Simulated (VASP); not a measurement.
Fe, a sheet with vacuum:

```
Fe
1.0
     2.31119    0.00000    0.00000
     0.00000    2.31119    0.00000
     0.00000    0.00000   23.80000
Fe
1
Direct
  0.00000 0.00000 0.29412
```

The cell was built by a generator and needn't be a form met in nature.

Base run:

| Item | Value |
| --- | --- |
| Program | VASP 6.6.1 |
| Functional | LDA |
| Potentials or basis | VASP PAW LDA potentials, release 64 (Fe) |
| Cutoff | 520 eV |
| k mesh | 8 × 8 × 1 |
| Occupations | fermi-dirac, width 0.05 eV |
| Spin | collinear spin, ferromagnetic start |
| Starting moments | [3.0] μB |
| Hubbard terms | Fe d U = 2 eV |

Its results: net moment 3.02 μB per cell; site moments Fe +2.95 μB.

**Question.** The run is repeated on the same cell with these changes: hubbard terms from Fe d U = 2 eV to none. What comes out?

**Answer.** Net moment 2.65 μB per cell; site moments Fe +2.56 μB.

Caveats: the U is typed as a test and isn't derived for this compound (some runs).

Not every run made on this cell is shown here.
